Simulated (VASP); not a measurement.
Input:

```
CELL_PARAMETERS angstrom
      0.00000     2.18399     2.18399
      2.18399     0.00000     2.18399
      2.18399     2.18399     0.00000
ATOMIC_POSITIONS crystal
  Al 0.00000 0.00000 0.00000
  N  0.75000 0.75000 0.75000
```

The numbers are results of r2SCAN meta-GGA, VASP's PBE PAW potentials (set 64) (plane waves; VASP), not measurements. Run with 520 eV cut-off, 12×12×12 Γ-centred mesh, tetrahedra with Blöchl corrections, potentials Al N.

Task: Give the energies of bands 2 to 5 at the high-symmetry points, in eV from the valence-band maximum.

Result: 
```
band     Γ      X      U      L      W
----  ----  -----  -----  -----  -----
2     0.00  -4.95  -4.28  -5.90  -3.78
3     0.00  -1.81  -3.65  -0.49  -3.49
4     0.00  -1.81  -1.39  -0.49  -2.68
5     4.89   3.94   5.83   8.21   6.71
```

The gap is indirect, 3.93 eV, from the valence maximum at Γ to the conduction minimum at X.

The structure comes from a computed database's AlN entry (F-43m); how it stands against other phases isn't given here. The cell was not relaxed at this level.
